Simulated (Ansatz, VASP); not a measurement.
# H19C13O12 (amorphous polycarbonate of ethylene at 300 K) in two plane-wave programs

Aim: how closely do two programs agree when they are given the same cell, functional and k mesh? The cell is taken from a series of runs on this material, whose earlier steps may have relaxed, scaled, displaced or heated it; both programs get it as it stands.

Program: Ansatz 0.2.0. Level of theory: plane waves, with VASP 6.6.1 beside it; single point at PBE with D3(BJ). Results are calculated unless marked as measured.

## 1. Starting point

The cell holds 176 atoms: 52 C, 48 O and 76 H. Cell: a = 12.616 Å, b = 12.616 Å, c = 12.616 Å, α = 90.0°, β = 90.0°, γ = 90.0°. As first built, before any earlier steps moved the atoms (in the runner's words): 2 polycarbonate of ethylene chains of 8 units placed at random, at 1.22 g/cm^3; overlaps pushed apart, then 20 ps at 800 K with MMFF94 bonds, angles, torsions, charges and radii (Halgren, J. Comput. Chem. 17, 490 (1996)) in harmonic and 12-6 forms; charges of ions scaled by 0.8. Snapshot after 30 ps at 300 K and fixed volume.

## 2. VASP: single point, PBE with D3(BJ)

A single point gives forces, pressure and levels at one fixed geometry, so differences don't come from the geometry; what else differs is listed under the comparison.

Lines of VASP's logs that name or quote its potential files are left out, and so is its time.

File INCAR:

```
SYSTEM = H19C13O12
PREC = Accurate
ENCUT = 600
EDIFF = 1E-06
NELM = 120
ISMEAR = 0
SIGMA = 0.01
LREAL = Auto
ALGO = Normal
GGA = PE
IVDW = 12
NBANDS = 409
LORBIT = 11
LWAVE = .FALSE.
LCHARG = .FALSE.
ISIF = 2
LASPH = .TRUE.
GGA_COMPAT = .FALSE.
EFERMI = MIDGAP
```

File POSCAR:

```
H19C13O12
1.0
   12.6157000000      0.0000000000      0.0000000000
    0.0000000000     12.6157000000      0.0000000000
    0.0000000000      0.0000000000     12.6157000000
C O H
52 48 76
Direct
    0.1599900000      0.7816700000      0.2214400000
    0.9895900000      0.7066700000      0.2358800000
    0.8266400000      0.6153100000      0.2494600000
    0.7886200000      0.5027000000      0.2574500000
    0.7491300000      0.3640600000      0.1368600000
    0.7264400000      0.2310200000      0.0066400000
    0.6292500000      0.2618500000      0.9418200000
    0.6442000000      0.1495500000      0.7938900000
    0.6484300000      0.0264400000      0.6531600000
    0.6304900000      0.9071700000      0.6526500000
    0.7963400000      0.8422300000      0.5974100000
    0.9558300000      0.7744900000      0.5261500000
    0.0329800000      0.8627100000      0.5002100000
    0.9958800000      0.0210900000      0.5923600000
    0.9742300000      0.1777800000      0.6880400000
    0.0023800000      0.2209200000      0.7964600000
    0.9703600000      0.3886800000      0.8823800000
    0.0444600000      0.4041000000      0.0536200000
    0.1362600000      0.4805500000      0.0468800000
    0.2717900000      0.3896800000      0.1380700000
    0.4226800000      0.3168600000      0.2232700000
    0.4806100000      0.4016000000      0.2843800000
    0.4457600000      0.5554400000      0.3834800000
    0.3955200000      0.6952400000      0.5003100000
    0.3919300000      0.6689700000      0.6178000000
    0.2838100000      0.6300700000      0.6558200000
    0.7512200000      0.2298600000      0.4286100000
    0.6775500000      0.0818800000      0.3433400000
    0.5932600000      0.9302400000      0.2735000000
    0.6008800000      0.9448300000      0.1549200000
[... 140 atom lines left out ...]
    0.3613400000      0.3696000000      0.6529500000
    0.4538700000      0.1942100000      0.6553400000
    0.4342400000      0.1812300000      0.5168900000
    0.2969400000      0.0789400000      0.6217900000
    0.2546600000      0.1982000000      0.6827800000
    0.2363000000      0.1783200000      0.5441600000
```

File KPOINTS:

```
Automatic mesh
0
Gamma
1 1 1
0 0 0
```

PAW data sets: C, O and H (PBE family, release 64).

Run with:

```sh
$ export OMP_NUM_THREADS=3
$ mpirun -np 1 vasp_gam
```

Numbers of over 12 decimals in the logs are rounded to 6 here.

The log of the run:

```text
[banner, memory and clock lines left out]
running    1 mpi-ranks, on    1 nodes
[...]
Offloading initialized ...    1 GPUs detected
[...]
LDA part: xc-table for (Slater+PW92), standard interpolation
 POSCAR, INCAR and KPOINTS ok, starting setup
[...]
entering main loop
       N       E                     dE             d eps       ncg     rms          rms(c)
DAV:   1     0.509543133977E+04    0.50954E+04   -0.33751E+05   842   0.147E+03
DAV:   2    -0.589716727344E+03   -0.56851E+04   -0.53998E+04  1027   0.337E+02
DAV:   3    -0.114078100503E+04   -0.55106E+03   -0.54611E+03  1012   0.109E+02
DAV:   4    -0.115346603305E+04   -0.12685E+02   -0.12622E+02  1012   0.178E+01
[...]
DAV:  18    -0.107441804948E+04    0.32785E-05   -0.13781E-05  1004   0.103E-02    0.385E-03
DAV:  19    -0.107441804833E+04    0.11499E-05   -0.29794E-06   820   0.460E-03    0.191E-03
DAV:  20    -0.107441804776E+04    0.57604E-06   -0.39234E-07   684   0.302E-03
   1 F= -.10831050E+04 E0= -.10831050E+04  d E =0.000000E+00
```

Parts of OUTCAR (step 2):

```text
  FREE ENERGIE OF THE ION-ELECTRON SYSTEM (eV)
  ---------------------------------------------------
  free  energy   TOTEN  =     -1083.1050044932 eV

  energy  without entropy=    -1083.1050044932  energy(sigma->0) =    -1083.10500449
```

The run ends at a pressure of 0.12 GPa, with forces up to 0.47 eV/Å.

## 3. Ansatz: single point, PBE with D3(BJ)

Ansatz runs on its default PAW (the set named soft_2) files.

The same cell, functional and mesh now go to Ansatz, which takes its cutoff from its data sets.

File input.yaml:

```yaml
crystal:
  lattice:
    - [12.6157, 0.0, 0.0]
    - [0.0, 12.6157, 0.0]
    - [0.0, 0.0, 12.6157]
  atoms:
    - { symbol: C, position: [0.15999, 0.78167, 0.22144] }
    - { symbol: O, position: [0.09338, 0.68851, 0.21773] }
    - { symbol: C, position: [0.98959, 0.70667, 0.23588] }
    - { symbol: O, position: [0.94978, 0.7914, 0.25856] }
    - { symbol: O, position: [0.93948, 0.6132, 0.22638] }
    - { symbol: C, position: [0.82664, 0.61531, 0.24946] }
    - { symbol: C, position: [0.78862, 0.5027, 0.25745] }
    - { symbol: O, position: [0.8047, 0.45249, 0.15501] }
    - { symbol: C, position: [0.74913, 0.36406, 0.13686] }
    - { symbol: O, position: [0.68276, 0.32463, 0.19467] }
    - { symbol: O, position: [0.77982, 0.32621, 0.04167] }
    - { symbol: C, position: [0.72644, 0.23102, 0.00664] }
    - { symbol: C, position: [0.62925, 0.26185, 0.94182] }
    - { symbol: O, position: [0.58988, 0.17162, 0.88289] }
    - { symbol: C, position: [0.6442, 0.14955, 0.79389] }
    - { symbol: O, position: [0.7232, 0.19483, 0.7624] }
    - { symbol: O, position: [0.59546, 0.06755, 0.74605] }
    - { symbol: C, position: [0.64843, 0.02644, 0.65316] }
    - { symbol: C, position: [0.63049, 0.90717, 0.65265] }
    - { symbol: O, position: [0.69445, 0.86033, 0.56993] }
    - { symbol: C, position: [0.79634, 0.84223, 0.59741] }
    - { symbol: O, position: [0.83517, 0.85707, 0.68437] }
    - { symbol: O, position: [0.84584, 0.80344, 0.51174] }
    - { symbol: C, position: [0.95583, 0.77449, 0.52615] }
    - { symbol: C, position: [0.03298, 0.86271, 0.50021] }
    - { symbol: O, position: [0.05442, 0.93213, 0.58894] }
    - { symbol: C, position: [0.99588, 0.02109, 0.59236] }
    - { symbol: O, position: [0.92782, 0.04751, 0.52966] }
    - { symbol: O, position: [0.0268, 0.07671, 0.67813] }
    - { symbol: C, position: [0.97423, 0.17778, 0.68804] }
[... 140 atom lines left out ...]
    - { symbol: H, position: [0.36134, 0.3696, 0.65295] }
    - { symbol: H, position: [0.45387, 0.19421, 0.65534] }
    - { symbol: H, position: [0.43424, 0.18123, 0.51689] }
    - { symbol: H, position: [0.29694, 0.07894, 0.62179] }
    - { symbol: H, position: [0.25466, 0.1982, 0.68278] }
    - { symbol: H, position: [0.2363, 0.17832, 0.54416] }
kpoints:
  mp_grid: { grid: [1, 1, 1] }
hamiltonian:
  xc: pbe
  dispersion: d3bj
scf:
  occupations: { method: fixed }
output:
  forces: true
  stress: true
  populations: true
  dos:
    method: { smearing: { sigma: 0.15 } }
    de: 0.1
    projected: { site_lists: { C: [C], H: [H], O: [O] } }
  eigenvalues: true
  write_density: true
  write_potential: true
  volumetric_format: npy
```

Run with:

```sh
$ ansatz run input.yaml --threads 4 --pin off --max-ram 8192MiB --backend cpu --events-out ev --progress --plain --runs-dir out
```

The log of the run:

```text
Engine: ansatz 0.2.0, aarch64-unknown-linux-gnu
Pseudopotentials: kind: paw
Pseudopotential: C, paw, valence charge 4, recommended cutoff 420 eV (normal), C.paw.azcp
Pseudopotential: O, paw, valence charge 6, recommended cutoff 420 eV (normal), O.paw.azcp
Pseudopotential: H, paw, valence charge 1, recommended cutoff 420 eV (normal), H.paw.azcp
Functional definition: PBE
  parameter kappa = 0.804
  parameter beta = 0.066725
  exchange = pbe_x(kappa = kappa, mu = beta*pi^2/3)
  correlation = pbe_c(beta = beta)
Crystal: 176 atoms, lattice volume = 2007.863 Å³
Basis set: ecut = 420 eV, 39127 PW (Γ), exchange–correlation on 180×180×180 points (8 copies of the dense FFT grid, shifted against one another)
Bands: 462, of which v1, the nominal top of the filled ones, is band 286 counted from 1 (285 counted from 0)
Symmetry: 1 space group operations
Space group: P1 (ITA 1), of the structure as read, at distance tolerance 1.3e-4 Å
k-points: 1
Non-local potential: C, projectors of the file, l = 0: 2, l = 1: 2, l = 2: 1
Non-local potential: O, projectors of the file, l = 0: 2, l = 1: 2, l = 2: 1
Non-local potential: H, projectors of the file, l = 0: 2, l = 1: 1
PAW form: soft (Blöchl's): semilocal exchange-correlation on the pseudo side does not see the compensation charge
PAW one-centre angular grid: C, 110 points (default); XC on 64 Gauss nodes
PAW one-centre angular grid: O, 110 points (default); XC on 64 Gauss nodes
PAW one-centre angular grid: H, 110 points (default); XC on 64 Gauss nodes
Initial density: superposition of atomic densities (neutral atoms: chi_scale 0, normalization atom), corrected by the library's trained network
Initial wavefunctions: pseudopotential atomic-orbital guess
Functional: x = pbe(κ = 0.804, μ = 0.219515), c = pbe(β = 0.066725)
SCF iter   1: F=—  HF=-41482.208422 eV  |F-HF|=—  |Δ(HF+E_count)|=         —  Δρ=4.55e-3  dr2=4.44e-1  ethr=1.77e-3  ⟨swp⟩=5.0  Hψ=1574  notcnv=0  defer=173
preconditioner: auto → Resta (q_TF=auto, 2.213 Å⁻¹)  ε∞=2.4  [insulator: Δε(μ)=5.658 eV  Ē_g=16.927 eV  n_scr=364 (ndim 8)  ℏωp=19.8 eV  f_vac=0.302  ε∞_Penn≈2.4]
SCF iter   2: F=—  HF=-41482.157257 eV  |F-HF|=—  |Δ(HF+E_count)|=   5.12e-2  Δρ=2.19e-3  dr2=8.99e-2  ethr=7.77e-5  ⟨swp⟩=2.0  Hψ=690  notcnv=0  defer=173
SCF iter   3: F=—  HF=-41482.169062 eV  |F-HF|=—  |Δ(HF+E_count)|=   1.18e-2  Δρ=1.18e-3  dr2=2.97e-2  ethr=1.57e-5  ⟨swp⟩=4.0  Hψ=572  notcnv=0  defer=174
SCF iter   4: F=—  HF=-41482.166421 eV  |F-HF|=—  |Δ(HF+E_count)|=   2.64e-3  Δρ=4.28e-4  dr2=4.33e-3  ethr=5.19e-6  ⟨swp⟩=3.0  Hψ=580  notcnv=0  defer=174
SCF iter   5: F=—  HF=-41482.165919 eV  |F-HF|=—  |Δ(HF+E_count)|=   5.01e-4  Δρ=1.45e-4  dr2=5.80e-4  ethr=7.58e-7  ⟨swp⟩=2.0  Hψ=550  notcnv=0  defer=174
SCF iter   6: F=—  HF=-41482.165820 eV  |F-HF|=—  |Δ(HF+E_count)|=   9.96e-5  Δρ=8.69e-5  dr2=1.35e-4  ethr=1.01e-7  ⟨swp⟩=2.0  Hψ=579  notcnv=0  defer=174
SCF iter   7: F=—  HF=-41482.165773 eV  |F-HF|=—  |Δ(HF+E_count)|=   4.72e-5  Δρ=2.35e-5  dr2=1.00e-5  ethr=2.36e-8  ⟨swp⟩=2.0  Hψ=578  notcnv=0  defer=174
SCF iter   8: F=—  HF=-41482.166360 eV  |F-HF|=—  |Δ(HF+E_count)|=   5.88e-4  Δρ=1.21e-5  dr2=2.68e-6  ethr=1.76e-9  ⟨swp⟩=2.0  Hψ=739  notcnv=0  defer=174
SCF iter   9: F=—  HF=-41482.166360 eV  |F-HF|=—  |Δ(HF+E_count)|=   6.76e-7  Δρ=3.94e-6  dr2=3.25e-7  ethr=4.68e-10  ⟨swp⟩=2.0  Hψ=577  notcnv=0  defer=174
SCF iter  10: F=-41482.166359 eV  HF=-41482.166359 eV  |F-HF|=4.13e-8  |Δ(HF+E_count)|=   6.69e-8  Δρ=1.56e-6  dr2=5.53e-8  ethr=1.75e-11  ⟨swp⟩=21.0  Hψ=4260  notcnv=0
SCF 1 converged in 10 iterations: F = -41482.166359 eV  dr2 = 5.53e-8
  greatest PAW one-centre occupation: 0.877 electrons in one spin orbital (limit 2), on the O atom at site 27 (counted from 0), in its partial waves of l = 0
[...]
--- Stress (GPa, compression-positive) ---
       -0.257038      -0.003263      -0.024021
       -0.003262      -0.189705       0.085824
       -0.024019       0.085823      -0.138650
  P = ⅓ Tr σ = -0.1951 GPa (-1.951 kbar)
--- Band table (eV) ---
  k-point 0: bands = [... 282 lower, -1.5173, -1.4973, -1.4507, -1.3036, 4.2510, 4.5709, 4.6097, 4.6668, ... 172 higher]
--- Löwdin populations: 176 sites ---
  site symbol       q [e]
     0      C      4.2233
     1      O      6.2774
     2      C      3.3006
     3      O      6.4379
     4      O      6.2788
     5      C      4.0536
     6      C      4.0517
     7      O      6.2649
     8      C      3.2933
     9      O      6.4476
    10      O      6.2730
    11      C      4.0624
    12      C      4.0616
    13      O      6.2655
    14      C      3.2908
    15      O      6.4393
    16      O      6.2679
    17      C      4.0623
    18      C      4.0536
    19      O      6.2722
    20      C      3.2937
    21      O      6.4447
    22      O      6.2590
    23      C      4.0658
[...]
168      H      0.7901
   169      H      0.8045
   170      H      0.8109
   171      H      0.8176
   172      H      0.8068
   173      H      0.8054
   174      H      0.8308
   175      H      0.8022
  spilling = 0.013167 (of n_electrons = 572.000000)
```

The column dr2 measures how far the density is from self-consistency, as an energy; F and HF (Harris–Foulkes) agree once it is small.

## 4. Differences

Known differences besides the potentials themselves: fixed occupations in Ansatz, narrow Gaussian smearing in VASP; the cutoff is 420 eV in Ansatz and 600 eV in VASP (PREC = Accurate, projectors in real space). Total energies have different zeros and are not compared.

Both answers:

```
              quantity  Ansatz   VASP  difference
        pressure (GPa)   -0.20   0.12       -0.32
gap on the k mesh (eV)   5.555  5.566      -0.011
```

Forces on 8 of the 176 atoms, those with the largest forces and the largest differences (eV/Å; atoms numbered as in POSCAR):

```
atom         Ansatz x, y, z           VASP x, y, z
 O66    0.006, 0.001, 0.002  -0.330, 0.132, -0.303
 O69  -0.002, 0.002, -0.004   -0.188, 0.431, 0.018
 O72    0.002, 0.002, 0.002  -0.264, -0.044, 0.381
 O78   -0.006, 0.002, 0.000  0.404, -0.113, -0.201
 O81  -0.001, -0.008, 0.003  0.226, -0.289, -0.291
 O84  -0.005, -0.002, 0.002   -0.101, 0.094, 0.447
 O93  -0.007, -0.015, 0.017   0.334, -0.267, 0.201
 O96    0.001, 0.008, 0.004   0.298, -0.022, 0.368
```

The forces differ by 104 meV/Å r.m.s., where the r.m.s. force is 0.007 eV/Å in Ansatz and 0.104 eV/Å in VASP: the atoms lie near their places of rest in Ansatz, so a percentage would say little (all taken over all components). A gap on the mesh is an upper bound, since the band edges may lie between its points.

## 5. Results

| Quantity | Value |
| --- | --- |
| r.m.s. force difference (single point, PBE with D3(BJ)) | 104 meV/Å |

**Reading.** The r.m.s. force difference is 104 meV/Å (single point, PBE with D3(BJ)), beyond the 12 meV/Å picked in this series as the mark of a large difference. What causes the difference of the single point, PBE with D3(BJ) pair stays open here. How closely two codes agree says nothing of how well the functional describes the real material.

[Lines on the potential files, build, host, timing and source positions are cut from VASP's logs without a mark.]

[Logs are printed without paths, hosts, clocks, repeated set-up lines and the standing remarks that a program may print on its own settings, such as how far it seeks lower states.]

[Hosts, paths, dates, database ids (printed as entryN), source tags and the programs' standing remarks are cut or masked in the printed files.]

[The MMFF94 radii named for the starting cell were scaled by 0.96; in molecules described by MMFF94, hydrogen bound to N, O or S took a small fixed 12-6 site in their place.]
